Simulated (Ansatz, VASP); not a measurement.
## SiO2: VASP beside Ansatz

Aim: how closely do two programs agree when they are given the same cell, functional and k mesh? The cell is taken from a series of runs on this material, whose earlier steps may have relaxed, scaled, displaced or heated it; both programs get it as it stands.

Calculated with Ansatz 0.2.0; plane waves, with VASP 6.6.1 beside it; zone-centre phonons at LDA.

## Step 1: Starting point

The structure is tetragonal, space group P4_2/mnm (No. 136). The conventional cell has a = 4.030 Å, b = 4.030 Å, c = 2.708 Å, α = 90.00°, β = 90.00°, γ = 90.00°. O has 3 Si at 1.73 to 1.76 Å nearest. Nearest to Si lie 6 O at 1.73 to 1.76 Å. Farther neighbours and most contacts between anions are not listed.

As a file:

```xyz
6
Lattice="4.0303 0.0000 0.0000 0.0000 4.0303 0.0000 0.0000 0.0000 2.7078" Properties=species:S:1:pos:R:3 pbc="T T T"
O     2.8068    2.8068    0.0000
O     0.7917    3.2386    1.3539
O     1.2234    1.2234    0.0000
O     3.2386    0.7917    1.3539
Si    2.0151    2.0151    1.3539
Si    0.0000    0.0000    0.0000
```

## Step 2: VASP: zone-centre phonons, LDA

Second derivatives magnify differences that forces hide, and they need a tight electronic threshold.

Lines of VASP's logs that name or quote its potential files are left out, and so is its time.

File INCAR:

```
SYSTEM = SiO2
PREC = Accurate
ENCUT = 600
EDIFF = 1E-08
NELM = 120
ISMEAR = 0
SIGMA = 0.01
LREAL = .FALSE.
ALGO = Normal
GGA = PW92
NBANDS = 22
LORBIT = 11
LWAVE = .FALSE.
LCHARG = .FALSE.
ISIF = 2
IBRION = 8
LEPSILON = .TRUE.
LASPH = .TRUE.
GGA_COMPAT = .FALSE.
EFERMI = MIDGAP
KPAR = 2
```

File POSCAR:

```
SiO2
1.0
    4.0302653771      0.0000000000      0.0000000000
    0.0000000000      4.0302653771      0.0000000000
    0.0000000000      0.0000000000      2.7078391266
O Si
4 2
Direct
    0.6964385119      0.6964385119      0.0000000000
    0.1964385119      0.8035614881      0.5000000000
    0.3035614881      0.3035614881      0.0000000000
    0.8035614881      0.1964385119      0.5000000000
    0.5000000000      0.5000000000      0.5000000000
    0.0000000000      0.0000000000      0.0000000000
```

File KPOINTS:

```
Automatic mesh
0
Gamma
8 8 8
0 0 0
```

Potentials, in the order of the species: O and Si (LDA family, release 64).

Launch:

```console
> mpirun -np 2 vasp_std
```

Numbers of over 12 decimals in the logs are rounded to 6 here.

Log:

```text
[banner, memory and clock lines left out]
running    2 mpi-ranks, on    1 nodes
 distrk:  each k-point on    1 cores,    2 groups
 distr:  one band on    1 cores,    1 groups

 POSCAR found type information on POSCAR O Si
 POSCAR found :  2 types and       6 ions
|                                                                             |
|               ----> ADVICE to this user running VASP <----                  |
|                                                                             |
|     You enforced a specific xc type in the INCAR file but a different       |
|     [... a line on the potential file left out ...]
|     I HOPE YOU KNOW WHAT YOU ARE DOING!                                     |
|                                                                             |

 LDA part: xc-table for (Slater(with rela. corr.)+PW92), standard interpolation
 POSCAR, INCAR and KPOINTS ok, starting setup
 FFT: planning ... GRIDC
 FFT: planning ... GRID_SOFT
 FFT: planning ... GRID
 WAVECAR not read
 entering main loop
       N       E                     dE             d eps       ncg     rms          rms(c)
DAV:   1     0.164744116476E+03    0.16474E+03   -0.19818E+04  3308   0.159E+03
DAV:   2    -0.495986709822E+02   -0.21434E+03   -0.20582E+03  4358   0.328E+02
DAV:   3    -0.569502871352E+02   -0.73516E+01   -0.73251E+01  4194   0.605E+01
DAV:   4    -0.570009778209E+02   -0.50691E-01   -0.50670E-01  4098   0.582E+00
DAV:   5    -0.570014283583E+02   -0.45054E-03   -0.45050E-03  4122   0.527E-01    0.189E+01
DAV:   6    -0.519796335548E+02    0.50218E+01   -0.17196E+01  3984   0.284E+01    0.912E+00
DAV:   7    -0.519085159081E+02    0.71118E-01   -0.67389E-01  3960   0.521E+00    0.318E+00
DAV:   8    -0.518779439986E+02    0.30572E-01   -0.25140E-02  4002   0.146E+00    0.110E+00
DAV:   9    -0.518725108297E+02    0.54332E-02   -0.54210E-03  4074   0.617E-01    0.219E-01
DAV:  10    -0.518725209244E+02   -0.10095E-04   -0.13331E-04  4008   0.955E-02    0.612E-02
DAV:  11    -0.518725200164E+02    0.90793E-06   -0.16700E-05  4092   0.315E-02    0.975E-03
DAV:  12    -0.518725199515E+02    0.64902E-07   -0.49016E-07  3984   0.614E-03    0.252E-03
DAV:  13    -0.518725199275E+02    0.24055E-07   -0.14866E-07  4098   0.292E-03    0.928E-04
DAV:  14    -0.518725199268E+02    0.62209E-09   -0.38755E-09  2574   0.533E-04
   1 F= -.51872520E+02 E0= -.51872520E+02  d E =0.000000E+00
 Linear response reoptimize wavefunctions to high precision
DAV:   1    -0.518725199267E+02    0.14734E-09   -0.12482E-09  2658   0.297E-04
DAV:   2    -0.518725199267E+02    0.54570E-11   -0.11130E-10  2484   0.838E-05
 Linear response G [H, r] |phi>, progress :
  Direction:   1
       N       E                     dE             d eps       ncg     rms
RMM:   1    -0.139839041045E+03   -0.13984E+03    0.26910E+00  7480   0.987E+01
RMM:   2    -0.116684778203E+03    0.23154E+02   -0.89529E+00  5529   0.216E+01
RMM:   3    -0.116757109397E+03   -0.72331E-01   -0.92630E-02  5705   0.208E+00
RMM:   4    -0.116759439487E+03   -0.23301E-02   -0.80033E-04  6004   0.245E-01
RMM:   5    -0.116759536464E+03   -0.96977E-04    0.14327E-05  6060   0.347E-02
RMM:   6    -0.116759544142E+03   -0.76784E-05   -0.13490E-05  6167   0.616E-03
RMM:   7    -0.116759544689E+03   -0.54653E-06   -0.22482E-05  6089   0.247E-03
RMM:   8    -0.116759546464E+03   -0.17753E-05   -0.56997E-05  5002   0.196E-03
RMM:   9    -0.116759546460E+03    0.34106E-08   -0.20108E-05  4413   0.190E-03
RMM:  10    -0.116759546513E+03   -0.52577E-07   -0.23794E-05  4224   0.190E-03
RMM:  11    -0.116759546765E+03   -0.25191E-06   -0.11374E-05  4211   0.191E-03
 Linear response G [H, r] |phi>, progress :
  Direction:   2
       N       E                     dE             d eps       ncg     rms
RMM:   1    -0.140209920709E+03   -0.14021E+03    0.49286E+01  7482   0.999E+01
RMM:   2    -0.112851071276E+03    0.27359E+02   -0.10179E+01  5496   0.234E+01
RMM:   3    -0.112939108400E+03   -0.88037E-01   -0.98873E-02  5760   0.219E+00
RMM:   4    -0.112941691990E+03   -0.25836E-02   -0.82435E-04  6035   0.263E-01
RMM:   5    -0.112941792807E+03   -0.10082E-03    0.43088E-05  6103   0.360E-02
RMM:   6    -0.112941800661E+03   -0.78535E-05    0.11188E-05  6190   0.622E-03
RMM:   7    -0.112941801239E+03   -0.57790E-06   -0.13276E-06  6103   0.237E-03
RMM:   8    -0.112941801315E+03   -0.76687E-07   -0.13488E-05  5093   0.185E-03
RMM:   9    -0.112941800863E+03    0.45268E-06    0.37594E-06  4425   0.180E-03
RMM:  10    -0.112941801091E+03   -0.22790E-06    0.69442E-06  4265   0.181E-03
RMM:  11    -0.112941800788E+03    0.30296E-06   -0.45453E-05  4248   0.181E-03
 Linear response G [H, r] |phi>, progress :
  Direction:   3
       N       E                     dE             d eps       ncg     rms
RMM:   1    -0.133479417465E+03   -0.13348E+03    0.51846E+01  7221   0.959E+01
[...]
RMM:   6    -0.330339725503E+00   -0.48021E-09   -0.71145E-09  3884   0.157E-04
 change of polarisation eV/A/(eV/A) component  3 :    -0.061    -0.051     0.661
 dielectric tensor                  component  3 :    -0.252    -0.211     3.718
 Linear response to external field, progress :
  Direction:   1
       N       E                     dE             d eps       ncg     rms          rms(c)
[...]
RMM:   5    -0.329860980020E+00   -0.88483E-03   -0.12026E-04  5773   0.849E-02    0.102E-02
RMM:   6    -0.329971497453E+00   -0.11052E-03   -0.20654E-06  5987   0.854E-03    0.499E-03
RMM:   7    -0.330022785434E+00   -0.51288E-04   -0.25104E-07  6005   0.261E-03    0.323E-04
RMM:   8    -0.330030603829E+00   -0.78184E-05    0.94784E-08  6036   0.395E-04    0.130E-04
RMM:   9    -0.330031083942E+00   -0.48011E-06    0.25478E-08  4996   0.174E-04    0.140E-05
RMM:  10    -0.330031260837E+00   -0.17690E-06   -0.13189E-08  2908   0.787E-05    0.713E-06
 change of polarisation eV/A/(eV/A) component  3 :    -0.060    -0.050     0.623
 dielectric tensor                  component  3 :    -0.247    -0.207     3.562
 Linear response DOF=           4
 Linear response progress:
  Degree of freedom:   1/  4
       N       E                     dE             d eps       ncg     rms          rms(c)
RMM:   1    -0.377039675444E+00   -0.37704E+00    0.32121E-01 14031   0.384E+00
RMM:   2    -0.368812603118E+00    0.82271E-02   -0.93949E-03 12921   0.611E-01    0.254E-01
RMM:   3    -0.369863512913E+00   -0.10509E-02   -0.16030E-03 11853   0.231E-01    0.137E-01
RMM:   4    -0.371831084021E+00   -0.19676E-02   -0.12671E-03 12538   0.188E-01    0.370E-02
RMM:   5    -0.371933551357E+00   -0.10247E-03   -0.40468E-05 13312   0.403E-02    0.883E-03
RMM:   6    -0.371998117277E+00   -0.64566E-04   -0.29718E-06 13693   0.730E-03    0.321E-03
RMM:   7    -0.371983349733E+00    0.14768E-04    0.25940E-07 13463   0.349E-03    0.903E-04
RMM:   8    -0.371989520058E+00   -0.61703E-05   -0.31552E-07 13809   0.135E-03    0.201E-04
RMM:   9    -0.371988741140E+00    0.77892E-06    0.63807E-09 13729   0.289E-04    0.778E-05
RMM:  10    -0.371989210482E+00   -0.46934E-06   -0.45003E-08 13717   0.110E-04    0.138E-05
RMM:  11    -0.371989150010E+00    0.60472E-07   -0.35865E-08 13793   0.716E-05    0.362E-06
RMM:  12    -0.371989178605E+00   -0.28595E-07   -0.50235E-08 13435   0.639E-05    0.116E-06
RMM:  13    -0.371989182088E+00   -0.34837E-08   -0.51421E-08 12273   0.624E-05    0.428E-07
 first order change of Fermi-energy   0.64050E+00
 force on displaced ion       1 direction 1 : -26.291 -13.850   0.000
 Born effective charge ion    1 direction 1 :  -1.873  -0.506   0.000
 Linear response progress:
  Degree of freedom:   2/  4
       N       E                     dE             d eps       ncg     rms          rms(c)
RMM:   1    -0.355907922463E+00   -0.35591E+00    0.35621E-01 12102   0.386E+00
RMM:   2    -0.348550160351E+00    0.73578E-02   -0.77415E-03 11018   0.572E-01    0.247E-01
RMM:   3    -0.349811306667E+00   -0.12611E-02   -0.10117E-03  9897   0.201E-01    0.131E-01
RMM:   4    -0.352131027982E+00   -0.23197E-02   -0.10206E-03 10212   0.194E-01    0.235E-02
RMM:   5    -0.352026902120E+00    0.10413E-03   -0.44297E-05 11595   0.399E-02    0.279E-03
RMM:   6    -0.352082005223E+00   -0.55103E-04   -0.14658E-06 11942   0.588E-03    0.106E-03
RMM:   7    -0.352074042678E+00    0.79625E-05   -0.26341E-08 11888   0.131E-03    0.172E-04
RMM:   8    -0.352075223673E+00   -0.11810E-05    0.13194E-09 12055   0.234E-04    0.738E-05
RMM:   9    -0.352075411359E+00   -0.18769E-06    0.10375E-08 12144   0.947E-05    0.112E-05
RMM:  10    -0.352075625214E+00   -0.21385E-06    0.19020E-08 11321   0.675E-05    0.527E-06
RMM:  11    -0.352075617731E+00    0.74827E-08    0.46113E-08 11540   0.570E-05    0.844E-07
 first order change of Fermi-energy   0.21295E-03
 force on displaced ion       1 direction 3 :  -0.002  -0.002 -21.780
 Born effective charge ion    1 direction 3 :  -0.000  -0.000  -2.032
 Linear response progress:
  Degree of freedom:   3/  4
       N       E                     dE             d eps       ncg     rms          rms(c)
RMM:   1    -0.330010078355E-01   -0.33001E-01    0.13642E-01 21843   0.198E+00
RMM:   2    -0.241121779929E-01    0.88888E-02   -0.49592E-03 12971   0.512E-01    0.186E-01
RMM:   3    -0.234014326986E-01    0.71075E-03   -0.38003E-04 13214   0.110E-01    0.112E-01
RMM:   4    -0.230085800367E-01    0.39285E-03   -0.47029E-04 13226   0.128E-01    0.157E-02
RMM:   5    -0.229961233356E-01    0.12457E-04   -0.34101E-06 13444   0.190E-02    0.749E-03
RMM:   6    -0.229926502147E-01    0.34731E-05    0.42993E-06 13437   0.703E-03    0.204E-03
RMM:   7    -0.229939653033E-01   -0.13151E-05    0.28666E-06 13606   0.138E-03    0.612E-04
RMM:   8    -0.229958308238E-01   -0.18655E-05    0.84812E-07 13586   0.605E-04    0.571E-05
RMM:   9    -0.229959239224E-01   -0.93099E-07    0.42885E-07 13674   0.989E-05    0.285E-05
RMM:  10    -0.229959683257E-01   -0.44403E-07    0.33613E-07 13740   0.516E-05    0.111E-05
RMM:  11    -0.229959618147E-01    0.65110E-08    0.26661E-07 13753   0.351E-05    0.153E-06
RMM:  12    -0.229959682216E-01   -0.64069E-08    0.19210E-07 13361   0.228E-05    0.114E-06
RMM:  13    -0.229959799634E-01   -0.11742E-07    0.73868E-08 11822   0.210E-05    0.141E-07
RMM:  14    -0.229959847152E-01   -0.47517E-08    0.47807E-09  9521   0.201E-05    0.641E-08
 first order change of Fermi-energy  -0.51241E-05
 force on displaced ion       5 direction 1 : -37.526  -1.218   0.000
 Born effective charge ion    5 direction 1 :   3.746  -0.268   0.000
 Linear response progress:
  Degree of freedom:   4/  4
       N       E                     dE             d eps       ncg     rms          rms(c)
RMM:   1    -0.204572043021E-01   -0.20457E-01    0.38574E-02 10490   0.131E+00
RMM:   2    -0.172989100780E-01    0.31583E-02   -0.14211E-03  7698   0.245E-01    0.198E-01
RMM:   3    -0.172205732262E-01    0.78337E-04   -0.15718E-04  7912   0.673E-02    0.118E-01
RMM:   4    -0.173300702944E-01   -0.10950E-03   -0.17675E-04  7863   0.743E-02    0.101E-02
RMM:   5    -0.172975785125E-01    0.32492E-04   -0.48889E-06  7923   0.130E-02    0.223E-03
RMM:   6    -0.172973054154E-01    0.27310E-06   -0.91746E-08  8139   0.125E-03    0.600E-04
RMM:   7    -0.172953620172E-01    0.19434E-05    0.61688E-08  8122   0.576E-04    0.114E-04
RMM:   8    -0.172951243916E-01    0.23763E-06    0.10449E-08  8226   0.112E-04    0.525E-05
RMM:   9    -0.172951656869E-01   -0.41295E-07   -0.28819E-09  8255   0.360E-05    0.311E-06
RMM:  10    -0.172951599642E-01    0.57227E-08   -0.20872E-09  7931   0.209E-05    0.137E-06
 first order change of Fermi-energy  -0.67697E-05
 force on displaced ion       5 direction 3 :   0.000  -0.000 -23.499
 Born effective charge ion    5 direction 3 :   0.000   0.000   4.063
 Born effective charges drift removed
 Linear response finished
```

(Part 1 of 3 ends here.)

[Lines on the potential files, build, host, timing and source positions are cut from VASP's logs without a mark.]

[Logs are printed without paths, hosts, clocks, repeated set-up lines and the standing remarks that a program may print on its own settings, such as how far it seeks lower states.]

[Hosts, paths, dates, database ids (printed as entryN), source tags and the programs' standing remarks are cut or masked in the printed files.]
